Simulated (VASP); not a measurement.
VASP input:

File KPOINTS:
```
Automatic mesh
0
Gamma
6 6 6
0 0 0
```

### INCAR
```
# general
SYSTEM   = BaTe
PREC     = Accurate
ENCUT    = 520   # plane-wave cut-off (eV)
LREAL    = F
LASPH    = T

# electronic loop
EDIFF    = 1E-7   # SCF stop (eV)
NELM     = 100   # most electronic steps
ALGO     = Normal   # blocked Davidson
LMAXMIX  = 4   # l cut-off of mixed one-centre charges

# smearing
ISMEAR   = 0   # Gaussian
SIGMA    = 0.05   # width (eV)

# functional
GGA      = ML
LUSE_VDW = T
AGGAC    = 0.0
ZAB_VDW  = -1.8867

# ions
ISIF     = 2   # forces and stress, cell fixed

# output
LWAVE    = F
LCHARG   = F
```

### POSCAR
```
BaTe
1.0
  0.0000000000   3.5402426753   3.5402426753
  3.5402426753   0.0000000000   3.5402426753
  3.5402426753   3.5402426753   0.0000000000
Ba Te
1 1
Cart
  0.0000000000   0.0000000000   0.0000000000
  3.5402426753   3.5402426753   3.5402426753
```

POTCAR, in this order: Ba_sv Te (PBE.64 set). Program: vasp_std.

**Question.** Write an equivalent input for Quantum ESPRESSO's pw.x.

**Answer.** One equivalent input (not run):
```
&CONTROL
  calculation = 'scf'
  pseudo_dir = './pseudo'
  outdir = './out'
  tprnfor = .true.
  tstress = .true.
/
&SYSTEM
  ibrav = 0
  nat = 2
  ntyp = 2
  ecutwfc = 82.3
  occupations = 'smearing'
  smearing = 'gaussian'
  degauss = 0.003675
  input_dft = 'vdw-df2'
/
&ELECTRONS
  conv_thr = 7.3e-09
  electron_maxstep = 100
/
ATOMIC_SPECIES
  Ba 137.327 Ba.upf
  Te 127.600 Te.upf
CELL_PARAMETERS angstrom
     0.0000000    3.5402427    3.5402427
     3.5402427    0.0000000    3.5402427
     3.5402427    3.5402427    0.0000000
ATOMIC_POSITIONS crystal
  Ba   0.0000000  0.0000000  0.0000000
  Te   0.5000000  0.5000000  0.5000000
K_POINTS automatic
  6 6 6 0 0 0
```
What does not carry over: the potentials are each code's own (VASP's PAW set, PseudoDojo norm-conserving files in pw.x), so ENCUT and ecutwfc are chosen apart and not converted; conv_thr bounds pw.x's estimated SCF error, while EDIFF bounds the energy change between steps.

The compound is BaTe in the rock salt structure. This cell is one point of a volume scan, at 0.94 of the reference volume.
